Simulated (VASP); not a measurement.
Given:

```
CELL_PARAMETERS angstrom
      1.22289    -2.11811     0.00000
      1.22289     2.11811     0.00000
      0.00000     0.00000     6.61794
ATOMIC_POSITIONS crystal
  C  0.00000 0.00000 0.25000
  C  0.00000 0.00000 0.75000
  C  0.33333 0.66667 0.25000
  C  0.66667 0.33333 0.75000
```

Calculation: LDA (Ceperley-Alder, Perdew-Zunger), VASP's LDA PAW potentials (set 64) (plane waves; VASP 6.6.1). Numerical set-up: 620 eV cut-off, 10×10×4 Γ-centred mesh, Gaussian smearing of 0.050 eV, potentials C.

Energy and stress use the plane-wave basis of the starting cell.

Task: The ions, cell shape and volume at an external pressure of 5.0 GPa are relaxed. Which structure does the run end with?

Result: 
```
CELL_PARAMETERS angstrom
      1.21827    -2.11011     0.00000
      1.21827     2.11011     0.00000
      0.00000     0.00000     6.06246
ATOMIC_POSITIONS crystal
  C  0.00000 0.00000 0.25000
  C  0.00000 0.00000 0.75000
  C  0.33333 0.66667 0.25000
  C  0.66667 0.33333 0.75000
```
Space group P6_3/mmc (194), at a tolerance of 0.03 Å.

Task: How do energy and volume change from the first to the last step?

Result: The energy (σ→0) changes by +9.7 meV/atom and the volume by -9.1 %, in 9 ionic steps.

```tsv
step	E(σ→0) (eV)	max force (eV/Å)	pressure (GPa)	volume (Å³)
1	-40.4710	0.000	-0.03	34.28
2	-40.4230	0.000	12.15	32.96
3	-40.4622	0.000	5.02	33.71
4	-40.4619	0.000	4.98	33.17
5	-40.4419	0.000	5.28	31.53
6	-40.4259	0.000	5.53	30.98
7	-40.4309	0.000	5.46	31.13
8	-40.4363	0.000	3.04	31.34
9	-40.4322	0.000	5.01	31.17
```

The compound is C in the graphite structure. This run relaxes it under an external pressure of 5 GPa. Symmetry was kept, so distortions that lower it aren't found.
